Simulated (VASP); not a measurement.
```xyz
2
Lattice="0.0000 2.8799 2.8799 2.8799 0.0000 2.8799 2.8799 2.8799 0.0000" Properties=species:S:1:pos:R:3 pbc="T T T"
Ag     0.0000     0.0000     0.0000
Br     2.8799     2.8799     2.8799
```

Level of theory: vdW-DF-cx, VASP's PBE PAW potentials (set 64) (plane waves; VASP). Run with 520 eV cut-off, 8×8×8 Γ-centred mesh, Gaussian smearing of 0.050 eV, potentials Ag Br.

Question: Estimate the energy per atom (σ→0), pressure, band gap (on the k-mesh) with the smallest direct gap where there is one.

Answer: 
```json
{
  "band gap (on the k-mesh)": "0.58 eV",
  "smallest direct gap (on the k-mesh)": "2.47 eV",
  "energy per atom (σ→0)": "-0.170 eV/atom",
  "pressure": "-13.9 kbar"
}
```

Only differences to runs with the same potentials and settings are physical.

The compound is AgBr in the rock salt structure. This cell is one point of a volume scan, at 1.03 of the reference volume.
